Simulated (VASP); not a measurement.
Crystal: Si2Mo.

```
Si Mo
1.0
    -1.60000    1.60000    3.93050
     1.60000   -1.60000    3.93050
     1.60000    1.60000   -3.93050
Si Mo
2 1
Direct
  0.33300 0.33300 0.00000
  0.66700 0.66700 0.00000
  0.00000 0.00000 0.00000
```

- Program: VASP 6.6.1
- Task: relaxation of cell and atoms
- Functional: PBE
- Potentials or basis: VASP PAW PBE potentials, release 64 (Si, Mo)
- Cutoff: 300 eV
- k mesh: 8 × 8 × 8
- Occupations: methfessel-paxton, width 0.1 eV
- Spin: no spin polarisation

At the start: pressure 1.4 GPa; volume 13.42 Å³/atom.

Task: How do energy, volume and symmetry change on relaxing?

Result: Over 7 steps the energy falls by 2.5 meV/atom and the volume is 13.52 Å³/atom (+0.8 %); space group I4/mmm (No. 139, to 0.05 Å).

The path:
```csv
step,energy change (eV),largest force (eV/Å),pressure (GPa),volume (Å³)
1,0.0000,0.3240,1.36,40.25
2,-0.0052,0.0450,-1.78,40.91
3,-0.0062,0.1248,-0.91,40.72
4,-0.0067,0.0749,0.78,40.44
5,-0.0073,0.0106,0.06,40.56
6,-0.0074,0.0050,-0.01,40.57
7,-0.0074,0.0012,0.01,40.56
```

Final structure:
```cif
data_structure
_symmetry_space_group_name_H-M 'P 1'
_symmetry_Int_Tables_number 1
_cell_length_a 4.5397
_cell_length_b 4.5397
_cell_length_c 4.5397
_cell_angle_alpha 138.557
_cell_angle_beta 138.557
_cell_angle_gamma 60.052
_cell_volume 40.56
loop_
_atom_site_label
_atom_site_type_symbol
_atom_site_fract_x
_atom_site_fract_y
_atom_site_fract_z
_atom_site_occupancy
Si1 Si 0.33518 0.33518 0.00000 1
Si2 Si 0.66482 0.66482 0.00000 1
Mo1 Mo 0.00000 0.00000 0.00000 1
```

Caveat: the cutoff is under 1.25 times the usual one of these potentials, so pressure, stress and relaxed cells hold a basis-set (Pulay) error.
